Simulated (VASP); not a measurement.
CaSe (rock salt):

```yaml
crystal:
  lattice:
    - [0.00000, 2.96000, 2.96000]
    - [2.96000, 0.00000, 2.96000]
    - [2.96000, 2.96000, 0.00000]
  atoms:
    - { symbol: Ca, position: [0.00000, 0.00000, 0.00000] }
    - { symbol: Se, position: [0.50000, 0.50000, 0.50000] }
```

The lowest empty band near X, direction across the valley's axis, from mBJ (TB09) with spin-orbit coupling in VASP (PAW); its two spin partners are averaged. The gap over the points computed is 2.75 eV, and the next band on that side lies 2.30 eV away at the edge.

Run with 400 eV cut-off, 9×9×9 Γ-centred mesh, Gaussian smearing of 0.050 eV, potentials Ca_sv Se.

```tsv
distance from the edge in k (1/Å)	distance in energy (meV)
0.018	3.7
0.025	7.1
0.035	13.8
0.050	28.1
0.070	54.7
```

### Question
Fit E(1 + αE) = ħ²k²/2m* (ħ²/2m0 = 3.810 eV Å²) and predict the row at 0.095 1/Å.

### Answer
The rows don't resolve α, so a parabola serves: the electron mass is m* = 0.341 m0, and so 101.0 meV. The run gave 99.9 meV, -1.1 meV from the fit.

Left out are points under 3 meV from the edge, since the levels carry 0.1 meV, and points farther than half the way to the next band.

The compound is CaSe in the rock salt structure. The cell was not relaxed at this level.
